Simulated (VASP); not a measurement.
Input:

```xyz
2
Lattice="3.1022 0.0000 0.0000 0.0000 3.1022 0.0000 0.0000 0.0000 3.1022" Properties=species:S:1:pos:R:3 pbc="T T T"
Sn     0.0000     0.0000     0.0000
O      1.5511     1.5511     1.5511
```

Computed with r2SCAN meta-GGA, VASP's PBE PAW potentials (set 64) (plane waves; VASP). Numerical set-up: 520 eV cut-off, 10×10×10 Γ-centred mesh, tetrahedra with Blöchl corrections, potentials Sn_d O.

Task: The job: SnO (relaxed from the CsCl structure, space group Pm-3m), 2 atoms, r2SCAN, static run, 520 eV, 10×10×10 Γ-centred mesh. Roughly how much core time does it take on a busy server core?

Result: About 3 core-minutes (one run on a shared machine, a rough figure). It had 56 irreducible k-points, 14 bands, up to 840 plane waves and 18 electronic steps.

The structure was generated: SnO was put into the CsCl type (Pm-3m), which need not be its known phase. It was relaxed first, which changed the volume by +33 %.
